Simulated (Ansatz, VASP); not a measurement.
# SiO2 (Stishovite) in two plane-wave programs

One calculation is typed for both programs; each brings its own data sets. How far apart do they land? The cell is taken from a series of runs on this material, whose earlier steps may have relaxed, scaled, displaced or heated it; both programs get it as it stands.

Main program and level: Ansatz 0.2.0; plane waves, with VASP 6.6.1 beside it; zone-centre phonons at LDA.

### 1. The structure

Symmetry: P4_2/mnm, No. 136, tetragonal system. Conventional cell: a = 4.171 Å, b = 4.171 Å, c = 2.670 Å, α = 90.00°, β = 90.00°, γ = 90.00°. Si has 6 O at 1.76 to 1.80 Å nearest. O has 3 Si at 1.76 to 1.80 Å nearest. Farther neighbours and most contacts between anions are not listed.

Coordinates:

```xyz
6
Lattice="4.1708 0.0000 0.0000 0.0000 4.1708 0.0000 0.0000 0.0000 2.6699" Properties=species:S:1:pos:R:3 pbc="T T T"
Si    0.0000    0.0000    0.0000
Si    2.0854    2.0854    1.3350
O     1.2760    1.2760    0.0000
O     0.8094    3.3614    1.3350
O     2.8948    2.8948    0.0000
O     3.3614    0.8094    1.3350
```

### 2. VASP: zone-centre phonons, LDA, pair 1

Second derivatives magnify differences that forces hide, and they need a tight electronic threshold.

Lines of VASP's logs that name or quote its potential files are left out, and so is its time.

The input, INCAR:

```
SYSTEM = SiO2
PREC = Accurate
ENCUT = 600
EDIFF = 1E-08
NELM = 120
ISMEAR = 0
SIGMA = 0.01
LREAL = .FALSE.
ALGO = Normal
GGA = CA
NBANDS = 22
LORBIT = 11
LWAVE = .FALSE.
LCHARG = .FALSE.
ISIF = 2
IBRION = 8
LASPH = .TRUE.
GGA_COMPAT = .FALSE.
EFERMI = MIDGAP
KPAR = 2
```

The input, POSCAR:

```
SiO2
1.0
    4.1708243546      0.0000000000      0.0000000000
    0.0000000000      4.1708243546      0.0000000000
    0.0000000000      0.0000000000      2.6699407012
Si O
2 4
Direct
    0.0000000000      0.0000000000      0.0000000000
    0.5000000000      0.5000000000      0.5000000000
    0.3059389112      0.3059389112      0.0000000000
    0.1940610888      0.8059389112      0.5000000000
    0.6940610888      0.6940610888      0.0000000000
    0.8059389112      0.1940610888      0.5000000000
```

The input, KPOINTS:

```
Automatic mesh
0
Gamma
4 4 4
0 0 0
```

Potentials, in the order of the species: Si and O (LDA family, release 64).

The run is started by

```
$ mpirun -np 2 vasp_std
```

Numbers of over 12 decimals in the logs are rounded to 6 here.

Output:

```text
[banner, memory and clock lines left out]
running    2 mpi-ranks, on    1 nodes
 distrk:  each k-point on    1 cores,    2 groups
 distr:  one band on    1 cores,    1 groups

 POSCAR found type information on POSCAR SiO
 POSCAR found :  2 types and       6 ions
 LDA part: xc-table for (Slater(with rela. corr.)+CA(PZ))
 , standard interpolation
 POSCAR, INCAR and KPOINTS ok, starting setup
 FFT: planning ... GRIDC
 FFT: planning ... GRID_SOFT
 FFT: planning ... GRID
 WAVECAR not read
 entering main loop
       N       E                     dE             d eps       ncg     rms          rms(c)
DAV:   1     0.161337585315E+03    0.16134E+03   -0.19778E+04   792   0.158E+03
DAV:   2    -0.488226569280E+02   -0.21016E+03   -0.20346E+03  1040   0.321E+02
DAV:   3    -0.568104528020E+02   -0.79878E+01   -0.79572E+01  1008   0.624E+01
DAV:   4    -0.568699251221E+02   -0.59472E-01   -0.59442E-01   948   0.627E+00
DAV:   5    -0.568704844864E+02   -0.55936E-03   -0.55930E-03   996   0.580E-01    0.179E+01
DAV:   6    -0.520688002575E+02    0.48017E+01   -0.16904E+01   918   0.279E+01    0.849E+00
DAV:   7    -0.520063783590E+02    0.62422E-01   -0.53525E-01   948   0.483E+00    0.303E+00
DAV:   8    -0.519759075095E+02    0.30471E-01   -0.19000E-02   954   0.134E+00    0.106E+00
DAV:   9    -0.519707245983E+02    0.51829E-02   -0.45341E-03   960   0.632E-01    0.226E-01
DAV:  10    -0.519707415800E+02   -0.16982E-04   -0.25639E-04   954   0.135E-01    0.614E-02
DAV:  11    -0.519707314979E+02    0.10082E-04   -0.35473E-05   978   0.467E-02    0.177E-02
DAV:  12    -0.519707308157E+02    0.68218E-06   -0.44400E-06   900   0.155E-02    0.567E-03
DAV:  13    -0.519707308289E+02   -0.13148E-07   -0.18169E-07   966   0.344E-03    0.167E-03
DAV:  14    -0.519707308263E+02    0.25148E-08   -0.15070E-08   594   0.943E-04
   1 F= -.51970731E+02 E0= -.51970731E+02  d E =0.000000E+00
 Linear response reoptimize wavefunctions to high precision
DAV:   1    -0.519707308260E+02    0.31923E-09   -0.10212E-09   636   0.295E-04
DAV:   2    -0.519707308261E+02   -0.77762E-10   -0.14908E-10   570   0.954E-05
 Linear response DOF=           4
 Linear response progress:
  Degree of freedom:   1/  4
       N       E                     dE             d eps       ncg     rms          rms(c)
RMM:   1    -0.316482957926E-01   -0.31648E-01    0.12805E-01  3850   0.189E+00
RMM:   2    -0.237513903364E-01    0.78969E-02   -0.53747E-03  2278   0.484E-01    0.163E-01
RMM:   3    -0.229585208664E-01    0.79287E-03   -0.85223E-04  2335   0.107E-01    0.103E-01
RMM:   4    -0.224803710153E-01    0.47815E-03   -0.59042E-04  2339   0.127E-01    0.182E-02
RMM:   5    -0.224458066459E-01    0.34564E-04    0.81294E-06  2364   0.222E-02    0.761E-03
RMM:   6    -0.224438241470E-01    0.19825E-05    0.29962E-05  2314   0.809E-03    0.141E-03
RMM:   7    -0.224480585111E-01   -0.42344E-05    0.27650E-06  2381   0.117E-03    0.632E-04
RMM:   8    -0.224500361752E-01   -0.19777E-05   -0.60458E-07  2366   0.579E-04    0.935E-05
RMM:   9    -0.224502293564E-01   -0.19318E-06   -0.50635E-07  2379   0.185E-04    0.353E-05
RMM:  10    -0.224502474737E-01   -0.18117E-07   -0.15776E-07  2390   0.103E-04    0.106E-05
RMM:  11    -0.224501946566E-01    0.52817E-07    0.20461E-07  2434   0.840E-05    0.273E-06
RMM:  12    -0.224501849609E-01    0.96957E-08   -0.97873E-08  2364   0.803E-05    0.157E-06
 first order change of Fermi-energy   0.13446E-04
 force on displaced ion       1 direction 1 : -31.780   8.107   0.000
 Linear response progress:
  Degree of freedom:   2/  4
       N       E                     dE             d eps       ncg     rms          rms(c)
RMM:   1    -0.190460134093E-01   -0.19046E-01    0.36276E-02  2045   0.124E+00
RMM:   2    -0.164441156623E-01    0.26019E-02   -0.12077E-03  1529   0.223E-01    0.197E-01
RMM:   3    -0.163665947863E-01    0.77521E-04   -0.13183E-04  1557   0.642E-02    0.117E-01
RMM:   4    -0.164674777181E-01   -0.10088E-03   -0.20132E-04  1545   0.715E-02    0.903E-03
RMM:   5    -0.164333033277E-01    0.34174E-04   -0.61286E-06  1541   0.122E-02    0.205E-03
RMM:   6    -0.164318295114E-01    0.14738E-05   -0.34582E-07  1589   0.116E-03    0.588E-04
RMM:   7    -0.164301218517E-01    0.17077E-05   -0.11547E-07  1587   0.530E-04    0.121E-04
RMM:   8    -0.164298550148E-01    0.26684E-06    0.31040E-08  1607   0.124E-04    0.504E-05
RMM:   9    -0.164299113236E-01   -0.56309E-07    0.55587E-09  1619   0.602E-05    0.213E-06
RMM:  10    -0.164299063709E-01    0.49527E-08    0.43236E-09  1419   0.465E-05    0.109E-06
 first order change of Fermi-energy  -0.27062E-05
 force on displaced ion       1 direction 3 :   0.000  -0.000 -23.625
 Linear response progress:
  Degree of freedom:   3/  4
       N       E                     dE             d eps       ncg     rms          rms(c)
RMM:   1    -0.376766592254E+00   -0.37677E+00    0.31508E-01  2467   0.379E+00
RMM:   2    -0.368768552795E+00    0.79980E-02   -0.88280E-03  2250   0.593E-01    0.236E-01
RMM:   3    -0.369800825784E+00   -0.10323E-02   -0.13216E-03  2117   0.219E-01    0.128E-01
RMM:   4    -0.371628406868E+00   -0.18276E-02   -0.10171E-03  2199   0.173E-01    0.348E-02
RMM:   5    -0.371756639733E+00   -0.12823E-03   -0.28020E-05  2357   0.357E-02    0.108E-02
RMM:   6    -0.371801236011E+00   -0.44596E-04    0.18392E-06  2400   0.555E-03    0.276E-03
RMM:   7    -0.371805136281E+00   -0.39003E-05   -0.55555E-08  2385   0.230E-03    0.484E-04
RMM:   8    -0.371800882880E+00    0.42534E-05   -0.25857E-07  2400   0.819E-04    0.218E-04
RMM:   9    -0.371802243456E+00   -0.13606E-05   -0.29326E-08  2429   0.330E-04    0.673E-05
RMM:  10    -0.371801860842E+00    0.38261E-06   -0.40036E-08  2408   0.246E-04    0.112E-05
RMM:  11    -0.371801902060E+00   -0.41218E-07   -0.23418E-08  2445   0.190E-04    0.407E-06
RMM:  12    -0.371801898768E+00    0.32917E-08   -0.66681E-08  2400   0.184E-04    0.110E-06
 first order change of Fermi-energy   0.15339E+00
 force on displaced ion       3 direction 1 : -22.228 -10.507   0.000
 Linear response progress:
  Degree of freedom:   4/  4
       N       E                     dE             d eps       ncg     rms          rms(c)
RMM:   1    -0.353264130304E+00   -0.35326E+00    0.35804E-01  1922   0.380E+00
RMM:   2    -0.347120931138E+00    0.61432E-02   -0.76337E-03  1738   0.539E-01    0.236E-01
RMM:   3    -0.348393313114E+00   -0.12724E-02   -0.93183E-04  1576   0.189E-01    0.126E-01
RMM:   4    -0.350640191460E+00   -0.22469E-02   -0.89407E-04  1598   0.182E-01    0.228E-02
RMM:   5    -0.350545964044E+00    0.94227E-04   -0.18606E-05  1809   0.374E-02    0.278E-03
RMM:   6    -0.350590667649E+00   -0.44704E-04   -0.16415E-06  1890   0.524E-03    0.106E-03
RMM:   7    -0.350583067348E+00    0.76003E-05   -0.65618E-07  1867   0.129E-03    0.152E-04
RMM:   8    -0.350583880736E+00   -0.81339E-06   -0.53937E-08  1904   0.323E-04    0.708E-05
RMM:   9    -0.350584019377E+00   -0.13864E-06    0.21569E-09  1910   0.210E-04    0.885E-06
RMM:  10    -0.350584226345E+00   -0.20697E-06   -0.17227E-08  1764   0.186E-04    0.550E-06
RMM:  11    -0.350584202865E+00    0.23481E-07   -0.44563E-09  1779   0.178E-04    0.962E-07
RMM:  12    -0.350584200346E+00    0.25185E-08   -0.39995E-09  1364   0.175E-04    0.257E-07
 first order change of Fermi-energy   0.24116E-03
 force on displaced ion       3 direction 3 :  -0.001  -0.001 -20.111
 Linear response finished
```

OUTCAR, selected parts (step 2):

```text
ion  position               nearest neighbor table
   1  0.000  0.000  0.000-   4 1.76   6 1.76   4 1.76   6 1.76   5 1.80   3 1.80
   2  0.500  0.500  0.500-   3 1.76   5 1.76   3 1.76   5 1.76   4 1.80   6 1.80
   3  0.306  0.306  0.000-   2 1.76   2 1.76   1 1.80
   4  0.194  0.806  0.500-   1 1.76   1 1.76   2 1.80
   5  0.694  0.694  0.000-   2 1.76   2 1.76   1 1.80
   6  0.806  0.194  0.500-   1 1.76   1 1.76   2 1.80

  LATTYP: Found a simple tetragonal cell.
 ALAT       =     4.1708243546
 C/A-ratio  =     0.6401470007

 Subroutine GETGRP returns: Found 16 space group operations
 (whereof  8 operations were pure point group operations)

The static configuration has the point symmetry D_2h.
 The point group associated with its full space group is D_4h.

 Found     18 irreducible k-points:

   k-points           NKPTS =     18   k-points in BZ     NKDIM =     18   number of bands    NBANDS=     22

   dimension x,y,z NGX =    36 NGY =   36 NGZ =   24
   dimension x,y,z NGXF=    72 NGYF=   72 NGZF=   48

   ENCUT  =  600.0 eV  44.10 Ry    6.64 a.u.   8.33  8.33  5.33*2*pi/ulx,y,z

   NELECT =      32.0000    total number of electrons

 k-points in reciprocal lattice and weights: Automatic mesh
   0.00000000  0.00000000  0.00000000       0.016
   0.25000000  0.00000000  0.00000000       0.062
   0.50000000  0.00000000  0.00000000       0.031
   0.25000000  0.25000000  0.00000000       0.062
   0.50000000  0.25000000  0.00000000       0.062
   0.50000000  0.50000000  0.00000000       0.016
   0.00000000  0.00000000  0.25000000       0.031
   0.25000000  0.00000000  0.25000000       0.125
   0.50000000  0.00000000  0.25000000       0.062
[...]
0.50000000  0.25000000  0.50000000       0.062
   0.50000000  0.50000000  0.50000000       0.016

 average (electrostatic) potential at core
       1 -82.7417       2 -82.7417       3 -67.7542       4 -67.7542       5 -67.7542
       6 -67.7542

  Total       -0.8695602     -0.8695602     -0.6308681      0.0000000      0.0000000      0.0000000
  in kB      -29.9961022    -29.9961022    -21.7622482      0.0000000      0.0000000      0.0000000
  external PRESSURE =     -27.2514842 kB  Pullay stress =       0.0000000 kB

  energy-cutoff  :      600.00
  volume of cell :       46.45
      direct lattice vectors                 reciprocal lattice vectors
     4.170824355  0.000000000  0.000000000     0.239760756  0.000000000  0.000000000
     0.000000000  4.170824355  0.000000000     0.000000000  0.239760756  0.000000000
     0.000000000  0.000000000  2.669940701     0.000000000  0.000000000  0.374540153

 POSITION                                       TOTAL-FORCE (eV/Angst)
 -----------------------------------------------------------------------------------
      0.00000      0.00000      0.00000         0.000000      0.000000      0.000000
      2.08541      2.08541      1.33497         0.000000      0.000000      0.000000
      1.27602      1.27602      0.00000        -0.022106     -0.022106     -0.000000
      0.80939      3.36143      1.33497         0.022106     -0.022106      0.000000
      2.89481      2.89481      0.00000         0.022106      0.022106      0.000000
      3.36143      0.80939      1.33497        -0.022106      0.022106      0.000000
 -----------------------------------------------------------------------------------
    total drift:                                0.000000      0.000000     -0.000000

 Eigenvectors and eigenvalues of the dynamical matrix
 ----------------------------------------------------

   1 f  =   28.118607 THz   176.674419 2PiTHz  937.935776 cm-1   116.289163 meV
             X         Y         Z           dx          dy          dz
      0.000000  0.000000  0.000000    -0.000000    0.000000    0.000000
      2.085412  2.085412  1.334970     0.000000    0.000000   -0.000000
      1.276017  1.276017  0.000000     0.353553    0.353553   -0.000000
      0.809395  3.361430  1.334970     0.353553   -0.353553   -0.000000
      2.894807  2.894807  0.000000    -0.353553   -0.353553   -0.000000
      3.361430  0.809395  1.334970    -0.353553    0.353553   -0.000000

   2 f  =   24.479010 THz   153.806158 2PiTHz  816.531892 cm-1   101.237006 meV
             X         Y         Z           dx          dy          dz
      0.000000  0.000000  0.000000     0.375022   -0.126749   -0.000000
      2.085412  2.085412  1.334970    -0.472211   -0.313699   -0.000000
      1.276017  1.276017  0.000000     0.353350    0.216704    0.000000
      0.809395  3.361430  1.334970    -0.288990    0.074966   -0.000000
      2.894807  2.894807  0.000000     0.353350    0.216704    0.000000
      3.361430  0.809395  1.334970    -0.288990    0.074966   -0.000000

   3 f  =   24.479010 THz   153.806158 2PiTHz  816.531892 cm-1   101.237006 meV
             X         Y         Z           dx          dy          dz
      0.000000  0.000000  0.000000    -0.313699    0.472211    0.000000
      2.085412  2.085412  1.334970    -0.126749   -0.375022   -0.000000
      1.276017  1.276017  0.000000     0.074966    0.288990    0.000000
      0.809395  3.361430  1.334970     0.216704   -0.353350   -0.000000
      2.894807  2.894807  0.000000     0.074966    0.288990    0.000000
      3.361430  0.809395  1.334970     0.216704   -0.353350   -0.000000

   4 f  =   22.630760 THz   142.193256 2PiTHz  754.880886 cm-1    93.593259 meV
             X         Y         Z           dx          dy          dz
      0.000000  0.000000  0.000000    -0.000000    0.000000   -0.309681
      2.085412  2.085412  1.334970    -0.000000   -0.000000    0.309681
      1.276017  1.276017  0.000000    -0.000000    0.000000   -0.449499
      0.809395  3.361430  1.334970     0.000000   -0.000000    0.449499
      2.894807  2.894807  0.000000     0.000000    0.000000   -0.449499
      3.361430  0.809395  1.334970     0.000000    0.000000    0.449499

   5 f  =   22.371428 THz   140.563828 2PiTHz  746.230516 cm-1    92.520751 meV
             X         Y         Z           dx          dy          dz
      0.000000  0.000000  0.000000     0.000000   -0.000000   -0.000000
      2.085412  2.085412  1.334970    -0.000000   -0.000000   -0.000000
      1.276017  1.276017  0.000000    -0.353553   -0.353553    0.000000
      0.809395  3.361430  1.334970     0.353553   -0.353553    0.000000
      2.894807  2.894807  0.000000     0.353553    0.353553   -0.000000
      3.361430  0.809395  1.334970    -0.353553    0.353553    0.000000

   6 f  =   19.676817 THz   123.633090 2PiTHz  656.347981 cm-1    81.376742 meV
             X         Y         Z           dx          dy          dz
      0.000000  0.000000  0.000000     0.000000    0.000000    0.516146
      2.085412  2.085412  1.334970    -0.000000   -0.000000    0.516146
      1.276017  1.276017  0.000000    -0.000000   -0.000000   -0.341755
      0.809395  3.361430  1.334970     0.000000   -0.000000   -0.341755
      2.894807  2.894807  0.000000     0.000000    0.000000   -0.341755
      3.361430  0.809395  1.334970    -0.000000    0.000000   -0.341755

   7 f  =   17.560261 THz   110.334372 2PiTHz  585.747245 cm-1    72.623370 meV
             X         Y         Z           dx          dy          dz
      0.000000  0.000000  0.000000     0.000000   -0.000000    0.000000
      2.085412  2.085412  1.334970    -0.000000    0.000000    0.000000
      1.276017  1.276017  0.000000     0.353553   -0.353553    0.000000
      0.809395  3.361430  1.334970     0.353553    0.353553   -0.000000
      2.894807  2.894807  0.000000    -0.353553    0.353553   -0.000000
      3.361430  0.809395  1.334970    -0.353553   -0.353553    0.000000

   8 f  =   17.445283 THz   109.611948 2PiTHz  581.912015 cm-1    72.147862 meV
             X         Y         Z           dx          dy          dz
      0.000000  0.000000  0.000000     0.000000    0.000000    0.000000
      2.085412  2.085412  1.334970     0.000000   -0.000000   -0.000000
      1.276017  1.276017  0.000000    -0.000000    0.000000    0.085988
      0.809395  3.361430  1.334970    -0.000000   -0.000000   -0.701859
      2.894807  2.894807  0.000000     0.000000   -0.000000   -0.085988
      3.361430  0.809395  1.334970     0.000000    0.000000    0.701859

   9 f  =   17.445283 THz   109.611948 2PiTHz  581.912015 cm-1    72.147862 meV
             X         Y         Z           dx          dy          dz
      0.000000  0.000000  0.000000     0.000000    0.000000   -0.000000
      2.085412  2.085412  1.334970    -0.000000   -0.000000   -0.000000
      1.276017  1.276017  0.000000    -0.000000   -0.000000    0.701859
      0.809395  3.361430  1.334970    -0.000000    0.000000    0.085988
      2.894807  2.894807  0.000000     0.000000   -0.000000   -0.701859
      3.361430  0.809395  1.334970     0.000000    0.000000   -0.085988

  10 f  =   17.231082 THz   108.266083 2PiTHz  574.767038 cm-1    71.261998 meV
             X         Y         Z           dx          dy          dz
      0.000000  0.000000  0.000000    -0.384823   -0.486925    0.000000
      2.085412  2.085412  1.334970     0.257763    0.394270    0.000000
      1.276017  1.276017  0.000000     0.224069    0.280332    0.000000
      0.809395  3.361430  1.334970    -0.140160   -0.219144    0.000000
      2.894807  2.894807  0.000000     0.224069    0.280332   -0.000000
      3.361430  0.809395  1.334970    -0.140160   -0.219144   -0.000000

  11 f  =   17.231082 THz   108.266083 2PiTHz  574.767038 cm-1    71.261998 meV
             X         Y         Z           dx          dy          dz
      0.000000  0.000000  0.000000    -0.394270    0.257763   -0.000000
      2.085412  2.085412  1.334970     0.486925   -0.384823    0.000000
      1.276017  1.276017  0.000000     0.219144   -0.140160   -0.000000
      0.809395  3.361430  1.334970    -0.280332    0.224069    0.000000
      2.894807  2.894807  0.000000     0.219144   -0.140160    0.000000
      3.361430  0.809395  1.334970    -0.280332    0.224069   -0.000000

  12 f  =   13.893582 THz    87.295947 2PiTHz  463.439995 cm-1    57.459210 meV
             X         Y         Z           dx          dy          dz
      0.000000  0.000000  0.000000    -0.095890    0.356208    0.000000
      2.085412  2.085412  1.334970    -0.311240    0.463205    0.000000
      1.276017  1.276017  0.000000     0.327523   -0.367120    0.000000
      0.809395  3.361430  1.334970    -0.057846   -0.175647   -0.000000
      2.894807  2.894807  0.000000     0.327523   -0.367120   -0.000000
      3.361430  0.809395  1.334970    -0.057846   -0.175647    0.000000

  13 f  =   13.893582 THz    87.295947 2PiTHz  463.439995 cm-1    57.459210 meV
             X         Y         Z           dx          dy          dz
      0.000000  0.000000  0.000000     0.463205    0.311240   -0.000000
      2.085412  2.085412  1.334970     0.356208    0.095890    0.000000
      1.276017  1.276017  0.000000    -0.175647    0.057846    0.000000
      0.809395  3.361430  1.334970    -0.367120   -0.327523   -0.000000
      2.894807  2.894807  0.000000    -0.175647    0.057846   -0.000000
      3.361430  0.809395  1.334970    -0.367120   -0.327523   -0.000000
    [... 43 further lines ...]
      2.894807  2.894807  0.000000    -0.000000    0.000000    0.364970
      3.361430  0.809395  1.334970    -0.000000    0.000000    0.364970

 ELASTIC MODULI CONTR FROM IONIC RELAXATION (kBar)
 Direction    XX          YY          ZZ          XY          YZ          ZX
 --------------------------------------------------------------------------------
 XX        -903.1986    154.5608    -40.5154      0.0000      0.0000      0.0000
 YY         154.5608   -903.1986    -40.5154     -0.0000     -0.0000     -0.0000
 ZZ         -40.5154    -40.5154     -4.3853      0.0000     -0.0000     -0.0000
 XY           0.0000     -0.0000      0.0000    -21.6359      0.0000      0.0000
 YZ           0.0000     -0.0000     -0.0000      0.0000    -53.3758      0.0000
 ZX           0.0000     -0.0000     -0.0000      0.0000      0.0000    -69.0292
 --------------------------------------------------------------------------------
```

[end of part 1 of 2]

[Lines on the potential files, build, host, timing and source positions are cut from VASP's logs without a mark.]

[Logs are printed without paths, hosts, clocks, repeated set-up lines and the standing remarks that a program may print on its own settings, such as how far it seeks lower states.]

[Hosts, paths, dates, database ids (printed as entryN), source tags and the programs' standing remarks are cut or masked in the printed files.]
